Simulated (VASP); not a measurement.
Here is the system:

```yaml
crystal:
  lattice:
    - [3.89204, -2.11944, 0.00000]
    - [3.89204, 2.11944, 0.00000]
    - [2.73789, 0.00000, 3.48483]
  atoms:
    - { symbol: Sb, position: [0.23350, 0.23350, 0.23350] }
    - { symbol: Sb, position: [0.76650, 0.76650, 0.76650] }
```

Level of theory: PBE GGA, VASP's PBE PAW potentials (set 64) (plane waves; VASP). Numerical set-up: 300 eV cut-off, 8×8×8 Γ-centred mesh, Fermi-Dirac smearing of 0.10 eV, potentials Sb.

**Question.** Give the energies of bands 2 to 8 at the high-symmetry points, in eV from the Fermi level.

**Answer.** 
```json
[
 {"band": "2", "Γ": "-4.35", "T": "-9.03", "H2": "-9.03", "L": "-9.70", "S0": "-9.12", "F": "-7.92"},
 {"band": "3", "Γ": "-2.02", "T": "-1.24", "H2": "-5.14", "L": "-1.90", "S0": "-5.46", "F": "-5.54"},
 {"band": "4", "Γ": "-1.73", "T": "-1.24", "H2": "-4.99", "L": "-1.76", "S0": "-3.22", "F": "-3.82"},
 {"band": "5", "Γ": "-1.73", "T": "-0.25", "H2": "-0.57", "L": "-0.13", "S0": "-2.89", "F": "-3.72"},
 {"band": "6", "Γ": "2.25", "T": "0.24", "H2": "0.90", "L": "-0.02", "S0": "3.08", "F": "1.52"},
 {"band": "7", "Γ": "2.94", "T": "0.24", "H2": "4.72", "L": "0.36", "S0": "3.57", "F": "5.39"},
 {"band": "8", "Γ": "2.94", "T": "1.42", "H2": "4.81", "L": "0.63", "S0": "4.22", "F": "5.94"}
]
```

It has no gap at this level: it comes out as a metal or semimetal.

The structure is a typed Sb crystal (R-3m). The cell was not relaxed at this level.
